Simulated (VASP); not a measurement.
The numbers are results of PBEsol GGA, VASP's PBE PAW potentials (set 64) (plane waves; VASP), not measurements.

Input for VASP

**KPOINTS**
```
Regular mesh
0
Gamma
  12 12 12
0 0 0
```

### INCAR
```
ALGO = Normal
EDIFF = 1E-7
ENCUT = 400
GGA = PS
ISIF = 2
ISMEAR = -5
LASPH = .True.
LCHARG = .True.
LMAXMIX = 4
LORBIT = 11
LREAL = .False.
LWAVE = .False.
NEDOS = 601
NELM = 100
PREC = Accurate
SYSTEM = I
```

POSCAR:
```
I
3.3760080
  1.0000001097   0.0000000000   0.0000000000
  0.0000000000   1.0000001097   0.0000000000
  0.0000000000   0.0000000000   1.0000001097
I
1
Cart
  0.0000000000   0.0000000000   0.0000000000
```

POTCAR, in this order: I (PBE.64 set). Program: vasp_std.

Output

File OSZICAR:
```
       N       E                     dE             d eps       ncg     rms          rms(c)
DAV:   1     0.185336336155E+02    0.18534E+02   -0.21502E+03  1190   0.557E+02
DAV:   2    -0.883700956293E+00   -0.19417E+02   -0.18937E+02  1617   0.865E+01
DAV:   3    -0.146488963730E+01   -0.58119E+00   -0.57414E+00  1365   0.180E+01
DAV:   4    -0.146910495215E+01   -0.42153E-02   -0.42059E-02  1820   0.195E+00
DAV:   5    -0.146913580926E+01   -0.30857E-04   -0.30916E-04  1540   0.112E-01    0.575E+00
DAV:   6    -0.146993710771E+01   -0.80130E-03   -0.74396E-04  1680   0.211E-01    0.348E+00
DAV:   7    -0.147065451439E+01   -0.71741E-03   -0.14203E-03  1407   0.300E-01    0.548E-02
DAV:   8    -0.147065599294E+01   -0.14785E-05   -0.40551E-05  1687   0.443E-02    0.179E-02
DAV:   9    -0.147065931636E+01   -0.33234E-05   -0.52212E-06  1414   0.159E-02    0.800E-03
DAV:  10    -0.147065985119E+01   -0.53484E-06   -0.65993E-07  1526   0.499E-03    0.509E-03
DAV:  11    -0.147066024345E+01   -0.39225E-06   -0.27233E-07  1351   0.405E-03    0.868E-04
DAV:  12    -0.147066028346E+01   -0.40018E-07   -0.16448E-08  1519   0.911E-04
   1 F= -.14706603E+01 E0= -.14706603E+01  d E =0.000000E+00
```

File OUTCAR:
```
------------------------ aborting loop because EDIFF is reached ----------------------------------------
  FORCE on cell =-STRESS in cart. coord.  units (eV):
  Direction    XX          YY          ZZ          XY          YZ          ZX
  --------------------------------------------------------------------------------------
  Total       -0.0042888     -0.0042888     -0.0042888     -0.0000000      0.0000000     -0.0000000
  in kB       -0.1785806     -0.1785806     -0.1785806     -0.0000000      0.0000000     -0.0000000
  external PRESSURE =      -0.1785806 kB  Pullay stress =       0.0000000 kB
  volume of cell :       38.48
      direct lattice vectors                 reciprocal lattice vectors
     3.376008370  0.000000000  0.000000000     0.296207796  0.000000000  0.000000000
     0.000000000  3.376008370  0.000000000     0.000000000  0.296207796  0.000000000
     0.000000000  0.000000000  3.376008370     0.000000000  0.000000000  0.296207796
 POSITION                                       TOTAL-FORCE (eV/Angst)
 -----------------------------------------------------------------------------------
      0.00000      0.00000      0.00000         0.000000      0.000000      0.000000
 -----------------------------------------------------------------------------------
    total drift:                                0.000000     -0.000000     -0.000000
  FREE ENERGIE OF THE ION-ELECTRON SYSTEM (eV)
  ---------------------------------------------------
  free  energy   TOTEN  =        -1.4706602835 eV

  energy  without entropy=       -1.4706602835  energy(sigma->0) =       -1.47066028

 total charge

# of ion       s       p       d       tot
------------------------------------------
    1        1.553   2.583   0.027   4.162
```
(Selected blocks of OUTCAR.)

For a metal the tetrahedron method with Blöchl corrections gives inexact stress and forces.

The structure was generated: I was put into the simple-cubic type (Pm-3m), which need not be its known phase. It was relaxed first.
